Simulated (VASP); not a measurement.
A run of VASP 6.6.1:

The input INCAR:

```
SYSTEM = MnIn11As12
ALGO = Normal
EDIFF = 1E-5
ENCUT = 350
GGA = PS
ISIF = 2
ISMEAR = 0
ISPIN = 2
ISYM = 0
KPAR = 2
LASPH = .TRUE.
LCHARG = .FALSE.
LMAXMIX = 4
LORBIT = 11
LREAL = Auto
LWAVE = .FALSE.
MAGMOM = 2 0 0 0 0 0 0 0 0 0 0 0 0 0 0 0 0 0 0 0 0 0 0 0
NELM = 120
NUPDOWN = 2
PREC = Accurate
SIGMA = 0.03
```

KPOINTS

```
k-points
0
G
  2 2 2
  0 0 0
```

File POSCAR:

```
MnIn11As12                              
1.0
    0.0000000000      9.0870000000      9.0870000000
    6.0580000000      0.0000000000      6.0580000000
    6.0580000000      6.0580000000      0.0000000000
  Mn              In              As            
     1    11    12
Direct
     0.0008969422211931    0.0007395117716602    0.9994948036153082
     0.0004917169128393    0.9995660033640139    0.5007679333801714
     0.0009819245543049    0.4999677909334548    0.9995181028267052
     0.0002865227767489    0.5006349014086956    0.4987205452357735
     0.3343794526154434    0.9976290731672161    0.9985568774272454
     0.3317581296600011    0.9997319957611788    0.5009912901968777
     0.3320187758579257    0.5039543539129034    0.9981860117601161
     0.3335754422296450    0.4992170422309375    0.5002768191861414
     0.6677322100322364    0.0013802562195787    0.0020926101921206
     0.6683894488512340    0.0000751984085574    0.4984746351604398
     0.6696812527899868    0.4967263939622704    0.9998846924213630
     0.6677674726461017    0.4998052254820116    0.4999540358580226
     0.0820227642372011    0.1197782684665312    0.1206065912953868
     0.0809039474896837    0.1214872867125849    0.6371498871833314
     0.0810453890171844    0.6387663580435146    0.1196900749681616
     0.0845605941765153    0.6243333303058979    0.6239869890815246
     0.4152756036993264    0.1272375282301476    0.1247183809067815
     0.4178453038271950    0.1241407867049639    0.6228019671967989
     0.4188536065266479    0.6219884014125339    0.1249844471517141
     0.4177174963207895    0.6247732255513121    0.6233003108305859
     0.7622792322088970    0.1188750847951739    0.1205159897442681
     0.7504893661472346    0.1253796399927915    0.6258183811525531
     0.7509629007544472    0.6249962613669156    0.1254187094640904
     0.7509685044472133    0.6246140817951348    0.6244979137645356
```

Potentials or basis: VASP PAW PBE potentials, release 64 (Mn_pv, In_d, As).

The run is started by

```bash
$ cat potpaw_PBE.64/Mn_pv/POTCAR potpaw_PBE.64/In_d/POTCAR potpaw_PBE.64/As/POTCAR > POTCAR
$ mpirun -np 4 vasp_std > vasp.out
```

Hardware: 4 MPI ranks on Intel(R) Xeon(R) 6975P-C (Granite Rapids) (shared host).

Question: Estimate the wall time of this run.

Answer: Run time: 11 min on 4 MPI ranks on Intel(R) Xeon(R) 6975P-C (Granite Rapids), with other jobs on the host, peak memory 0.62 GiB a rank. Counts: scf iterations 30, k points 8.
